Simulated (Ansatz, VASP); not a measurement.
# Two plane-wave programs on MgGeI3

```
I Mg Ge
1.0
     3.91848    2.26233    3.31605
    -3.91848    2.26233    3.31605
     0.00000   -4.52467    3.31605
I Mg Ge
3 1 1
Direct
  0.50693 0.99874 0.50693
  0.50693 0.50693 0.99874
  0.99874 0.50693 0.50693
  0.01000 0.01000 0.01000
  0.53943 0.53943 0.53943
```

The cell was built by a generator and needn't be a form met in nature.

Alike in both runs: task single point; functional revPBE; k mesh 3 × 3 × 3; occupations fermi-dirac, width 0.0513 eV; no spin polarisation.

```csv
,VASP,Ansatz
version,VASP 6.6.1,Ansatz 0.2.0
potentials or method,"VASP PAW PBE potentials, release 64 (I, Mg, Ge_d)",PAW plane waves
plane-wave cutoff (eV),520,500
valence electrons in the cell,37,75
```

Ansatz gave:

```
gap on the k mesh at the Fermi level (eV)       : none
pressure (GPa)                                  : 4.4
largest component of the traceless stress (GPa) : 0.60
rms of the force components (eV/Å)              : 0.691
```

Task: Which values does VASP return?

Result: gap on the k mesh at the Fermi level (eV): none; pressure (GPa): 4.3; largest component of the traceless stress (GPa): 0.61; rms of the force components (eV/Å): 0.695.

Atom by atom the forces differ by 0.004 eV/Å (rms over components). A gap of «none» marks a metal or a gap that the smearing closes. The functional is the same, so the differences come from potentials, cutoffs and numerics. The two sets of potentials don't hold the same shells in valence. Ansatz warned: «structure_snapped_to_symmetry».

Caveats: the k mesh is coarse (spacing up to 0.37 Å⁻¹), so the values aren't converged; the PAW data sets were made with another functional, which shifts forces and pressure a little (VASP); an odd number of electrons without spin polarisation forces a metal; a magnetic or distorted state may lie lower. Spin-orbit coupling is left out, which matters for the levels of I.
